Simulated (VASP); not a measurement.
# LiCe3 (Pm-3m) in VASP: equation of state, part 2 of 2

VASP 6.6.1. The steps go on from the part before.

**3. Equation of state, PBE, collinear spin, ferromagnetic start, 25.52 Å³/atom (volume scaled by 0.96)**

INCAR reads:

```
SYSTEM = LiCe3
  PREC = Accurate
  ENCUT = 520
  EDIFF = 1E-7
  ISMEAR = -1
  SIGMA = 0.05
  LREAL = .FALSE.
  LASPH = .TRUE.
  NELM = 150
  ALGO = Normal
  ISIF = 2
  LWAVE = .FALSE.
  LCHARG = .FALSE.
  ISPIN = 2
  MAGMOM = 1 1 1 0
  LORBIT = 11
  LMAXMIX = 6
  GGA = PE
  NBANDS = 32
```

KPOINTS reads:

```
regular mesh
0
G
  6 6 6
  0 0 0
```

POSCAR reads:

```
LiCe3
1.0
    4.6738368802      0.0000000000      0.0000000000
    0.0000000000      4.6738368802      0.0000000000
    0.0000000000      0.0000000000      4.6738368802
Ce Li
3 1
Direct
    0.5000000000      0.0000000000      0.5000000000
    0.0000000000      0.5000000000      0.5000000000
    0.5000000000      0.5000000000      0.0000000000
    0.0000000000      0.0000000000      0.0000000000
```

Potentials or basis: VASP PAW PBE potentials, release 64 (Ce, Li_sv).

The run is started by

```bash
$ cat potpaw_PBE.64/Ce/POTCAR potpaw_PBE.64/Li_sv/POTCAR > POTCAR
$ mpirun -np 1 vasp_std > vasp.out
```

Run time: 3.4 min. Hardware: 1 thread of Intel Xeon Platinum 8488C (Sapphire Rapids), shared host; peak memory 0.3 GiB.

Results (log left out):

- Free energy: -18.6617 eV
- Band gap on the k mesh: none (metal or under the smearing width)
- Net moment: 2.15 μB per cell
- Site moments: Ce +0.61; Li -0.00 μB
- Valence electrons inside the program's atomic spheres: Ce 9.85; Li 2.11

Caveat: the cutoff is under 1.25 times the usual one of these potentials, so pressure, stress and relaxed cells hold a basis-set (Pulay) error; the magnetic or orbital state may not be the lowest; spin-orbit coupling is left out, which moves the levels of the heavy elements; without U or exact exchange the open f shell lies at the Fermi level, which spoils levels, moments and volumes.

**4. Equation of state, PBE, collinear spin, ferromagnetic start, 26.06 Å³/atom (volume scaled by 0.98)**

INCAR reads:

```
SYSTEM = LiCe3
PREC = Accurate
ENCUT = 520
EDIFF = 1E-7
ISMEAR = -1
SIGMA = 0.05
LREAL = .FALSE.
LASPH = .TRUE.
NELM = 150
ALGO = Normal
ISIF = 2
LWAVE = .FALSE.
LCHARG = .FALSE.
ISPIN = 2
MAGMOM = 1 1 1 0
LORBIT = 11
LMAXMIX = 6
GGA = PE
NBANDS = 32
```

KPOINTS reads:

```
Automatic mesh
0
G
  6 6 6
  0 0 0
```

POSCAR reads:

```
LiCe3
1.0
    4.7060712567      0.0000000000      0.0000000000
    0.0000000000      4.7060712567      0.0000000000
    0.0000000000      0.0000000000      4.7060712567
Ce Li
3 1
Direct
    0.5000000000      0.0000000000      0.5000000000
    0.0000000000      0.5000000000      0.5000000000
    0.5000000000      0.5000000000      0.0000000000
    0.0000000000      0.0000000000      0.0000000000
```

The run is started by

```bash
$ cat potpaw_PBE.64/Ce/POTCAR potpaw_PBE.64/Li_sv/POTCAR > POTCAR
$ mpirun -np 1 vasp_std > vasp.out
```

Run time: 3.8 min. Hardware: 1 thread of Intel Xeon Platinum 8488C (Sapphire Rapids), shared host; peak memory 0.31 GiB.

The run converged. Its results:

```yaml
Free_energy: -18.6721 eV
Band_gap_on_the_k_mesh: none (metal or under the smearing width)
Net_moment: 2.35 μB per cell
Site_moments: Ce +0.67; Li -0.00 μB
Valence_electrons_inside_the_program's_atomic_spheres: Ce 9.83; Li 2.11
```

Caveat: the cutoff is under 1.25 times the usual one of these potentials, so pressure, stress and relaxed cells hold a basis-set (Pulay) error; the magnetic or orbital state may not be the lowest; spin-orbit coupling is left out, which moves the levels of the heavy elements; without U or exact exchange the open f shell lies at the Fermi level, which spoils levels, moments and volumes.

**5. Equation of state, PBE, collinear spin, ferromagnetic start, 27.12 Å³/atom (volume scaled by 1.02)**

INCAR reads:

```
SYSTEM = LiCe3
  PREC = Accurate
  ENCUT = 520
  EDIFF = 1E-7
  ISMEAR = -1
  SIGMA = 0.05
  LREAL = .False.
  LASPH = .True.
  NELM = 100
  ALGO = Normal
  ISIF = 2
  LWAVE = .False.
  LCHARG = .False.
  ISPIN = 2
  MAGMOM = 1 1 1 0
  LORBIT = 11
  LMAXMIX = 6
  GGA = PE
  NBANDS = 32
```

KPOINTS reads:

```
regular mesh
0
Gamma
  6 6 6
  0 0 0
```

POSCAR reads:

```
LiCe3
1.0
    4.7692475369      0.0000000000      0.0000000000
    0.0000000000      4.7692475369      0.0000000000
    0.0000000000      0.0000000000      4.7692475369
Ce Li
3 1
Direct
    0.5000000000      0.0000000000      0.5000000000
    0.0000000000      0.5000000000      0.5000000000
    0.5000000000      0.5000000000      0.0000000000
    0.0000000000      0.0000000000      0.0000000000
```

The run is started by

```bash
$ cat potpaw_PBE.64/Ce/POTCAR potpaw_PBE.64/Li_sv/POTCAR > POTCAR
$ mpirun -np 1 vasp_std > vasp.out
```

Run time: 4.1 min. Hardware: 1 thread of Intel Xeon Platinum 8488C (Sapphire Rapids), shared host; peak memory 0.29 GiB.

It converged, with:

| Quantity | Value |
| --- | --- |
| Free energy | -18.6752 eV |
| Band gap on the k mesh | none (metal or under the smearing width) |
| Net moment | 2.77 μB per cell |
| Site moments | Ce +0.77; Li -0.00 μB |
| Valence electrons inside the program's atomic spheres | Ce 9.79; Li 2.10 |

Caveat: the cutoff is under 1.25 times the usual one of these potentials, so pressure, stress and relaxed cells hold a basis-set (Pulay) error; the magnetic or orbital state may not be the lowest; spin-orbit coupling is left out, which moves the levels of the heavy elements; without U or exact exchange the open f shell lies at the Fermi level, which spoils levels, moments and volumes.

**6. Equation of state, PBE, collinear spin, ferromagnetic start, 27.65 Å³/atom (volume scaled by 1.04)**

INCAR reads:

```
SYSTEM = LiCe3
ALGO = Normal
EDIFF = 1E-7
ENCUT = 520
GGA = PE
ISIF = 2
ISMEAR = -1
ISPIN = 2
LASPH = .True.
LCHARG = .False.
LMAXMIX = 6
LORBIT = 11
LREAL = .False.
LWAVE = .False.
MAGMOM = 1 1 1 0
NBANDS = 32
NELM = 120
PREC = Accurate
SIGMA = 0.05
```

KPOINTS reads:

```
k-points
0
Gamma
  6 6 6
  0 0 0
```

POSCAR reads:

```
LiCe3
1.0
    4.8002175446      0.0000000000      0.0000000000
    0.0000000000      4.8002175446      0.0000000000
    0.0000000000      0.0000000000      4.8002175446
Ce Li
3 1
Direct
    0.5000000000      0.0000000000      0.5000000000
    0.0000000000      0.5000000000      0.5000000000
    0.5000000000      0.5000000000      0.0000000000
    0.0000000000      0.0000000000      0.0000000000
```

Potentials or basis: VASP PAW PBE potentials, release 64 (Ce, Li_sv).

The run is started by

```bash
$ cat potpaw_PBE.64/Ce/POTCAR potpaw_PBE.64/Li_sv/POTCAR > POTCAR
$ mpirun -np 1 vasp_std > vasp.out
```

Run time: 5.6 min. Hardware: 1 thread of Intel Xeon Platinum 8488C (Sapphire Rapids), shared host; peak memory 0.3 GiB.

It converged, with:

```yaml
Free_energy: -18.6691 eV
Band_gap_on_the_k_mesh: none (metal or under the smearing width)
Net_moment: 2.98 μB per cell
Site_moments: Ce +0.82; Li -0.00 μB
Valence_electrons_inside_the_program's_atomic_spheres: Ce 9.77; Li 2.10
```

Caveat: the cutoff is under 1.25 times the usual one of these potentials, so pressure, stress and relaxed cells hold a basis-set (Pulay) error; the magnetic or orbital state may not be the lowest; spin-orbit coupling is left out, which moves the levels of the heavy elements; without U or exact exchange the open f shell lies at the Fermi level, which spoils levels, moments and volumes.

**7. Equation of state, PBE, collinear spin, ferromagnetic start, 28.18 Å³/atom (volume scaled by 1.06)**

INCAR reads:

```
SYSTEM = LiCe3
PREC = Accurate
ENCUT = 520
EDIFF = 1E-7
ISMEAR = -1
SIGMA = 0.05
LREAL = .False.
LASPH = .True.
NELM = 150
ALGO = Normal
ISIF = 2
LWAVE = .False.
LCHARG = .False.
ISPIN = 2
MAGMOM = 1 1 1 0
LORBIT = 11
LMAXMIX = 6
GGA = PE
NBANDS = 32
```

KPOINTS reads:

```
Automatic mesh
0
Gamma
  6 6 6
  0 0 0
```

POSCAR reads:

```
LiCe3
1.0
    4.8307930030      0.0000000000      0.0000000000
    0.0000000000      4.8307930030      0.0000000000
    0.0000000000      0.0000000000      4.8307930030
Ce Li
3 1
Direct
    0.5000000000      0.0000000000      0.5000000000
    0.0000000000      0.5000000000      0.5000000000
    0.5000000000      0.5000000000      0.0000000000
    0.0000000000      0.0000000000      0.0000000000
```

The run is started by

```bash
$ cat potpaw_PBE.64/Ce/POTCAR potpaw_PBE.64/Li_sv/POTCAR > POTCAR
$ mpirun -np 1 vasp_std > vasp.out
```

Run time: 5.5 min. Hardware: 1 thread of Intel Xeon Platinum 8488C (Sapphire Rapids), shared host; peak memory 0.3 GiB.

The run converged. Its results:

```
Free energy                                           : -18.6583 eV
Band gap on the k mesh                                : none (metal or under the smearing width)
Net moment                                            : 3.18 μB per cell
Site moments                                          : Ce +0.87; Li -0.00 μB
Valence electrons inside the program's atomic spheres : Ce 9.76; Li 2.10
```

Caveat: the cutoff is under 1.25 times the usual one of these potentials, so pressure, stress and relaxed cells hold a basis-set (Pulay) error; the magnetic or orbital state may not be the lowest; spin-orbit coupling is left out, which moves the levels of the heavy elements; without U or exact exchange the open f shell lies at the Fermi level, which spoils levels, moments and volumes.

**8. Equation of state, PBE, collinear spin, ferromagnetic start**

Potentials or basis: VASP PAW PBE potentials, release 64 (Ce, Li_sv).

This step only gathers the single runs of the series.

Results:

- Equilibrium volume: 26.74 Å³/atom
- Bulk modulus: 20 GPa
- Pressure derivative of the bulk modulus: 3.5

Energy against volume, from the lowest point:
```
volume (Å³/atom)  energy (meV/atom)
          24.993               7.87
          25.525               3.66
          26.056               1.07
          26.588               0.00
          27.120               0.29
          27.652               1.81
          28.184               4.50
```

Caveat: the cutoff is under 1.25 times the usual one of these potentials, so pressure, stress and relaxed cells hold a basis-set (Pulay) error; the magnetic or orbital state may not be the lowest; spin-orbit coupling is left out, which moves the levels of the heavy elements; without U or exact exchange the open f shell lies at the Fermi level, which spoils levels, moments and volumes. The state reached can hang on the start; a lower one may exist.
